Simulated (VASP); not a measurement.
VASP ran on this input.

**INCAR**
```
! general
SYSTEM  = PbO
PREC    = Accurate
ENCUT   = 400
LREAL   = .FALSE.   ! projection in real space or not
LASPH   = .TRUE.   ! aspherical one-centre terms

! electronic loop
EDIFF   = 1E-6   ! SCF stop (eV)
NELM    = 100   ! most electronic steps
ALGO    = Normal   ! blocked Davidson
LMAXMIX = 4

! smearing
ISMEAR  = 0   ! Gaussian
SIGMA   = 0.1

! functional
GGA     = PE

! ions
ISIF    = 2   ! forces and stress, cell fixed

! output
LWAVE   = .FALSE.
LCHARG  = .FALSE.
LORBIT  = 11   ! lm-projected
NEDOS   = 601
```

KPOINTS:
```
Automatic mesh
0
Gamma
6 6 1
0 0 0
```

### POSCAR
```
PbO
1
    3.9625180000     0.0000000000     0.0000000000
    0.0000000000     3.9625180000     0.0000000000
    0.0000000000     0.0000000000    16.3659340000
Pb O
2 2
Direct
  0.5000000000   0.0000000000   0.5722820000
  0.0000000000   0.5000000000   0.4277180000
  0.0000000000   0.0000000000   0.5000000000
  0.5000000000   0.5000000000   0.5000000000
```

POTCAR, in this order: Pb_d O (PBE.64 set). Program: vasp_std.

Translate this PBE calculation to Quantum ESPRESSO's pw.x.

One equivalent input (not run):
```
&CONTROL
  calculation = 'scf'
  pseudo_dir = './pseudo'
  outdir = './out'
  tprnfor = .true.
  tstress = .true.
/
&SYSTEM
  ibrav = 0
  nat = 4
  ntyp = 2
  ecutwfc = 84
  occupations = 'smearing'
  smearing = 'gaussian'
  degauss = 0.00735
  input_dft = 'pbe'
/
&ELECTRONS
  conv_thr = 7.3e-08
  electron_maxstep = 100
/
ATOMIC_SPECIES
  Pb 207.200 Pb.upf
  O 15.999 O.upf
CELL_PARAMETERS angstrom
     3.9625180    0.0000000    0.0000000
     0.0000000    3.9625180    0.0000000
     0.0000000    0.0000000   16.3659340
ATOMIC_POSITIONS crystal
  Pb   0.5000000  0.0000000  0.5722820
  Pb   0.0000000  0.5000000  0.4277180
  O    0.0000000  0.0000000  0.5000000
  O    0.5000000  0.5000000  0.5000000
K_POINTS automatic
  6 6 1 0 0 0
```
Limits of the translation: the potentials are each code's own (VASP's PAW set, PseudoDojo norm-conserving files in pw.x), so ENCUT and ecutwfc are chosen apart and not converted; conv_thr bounds pw.x's estimated SCF error, while EDIFF bounds the energy change between steps.

The cell is a sheet with vacuum, built from a generated structure.
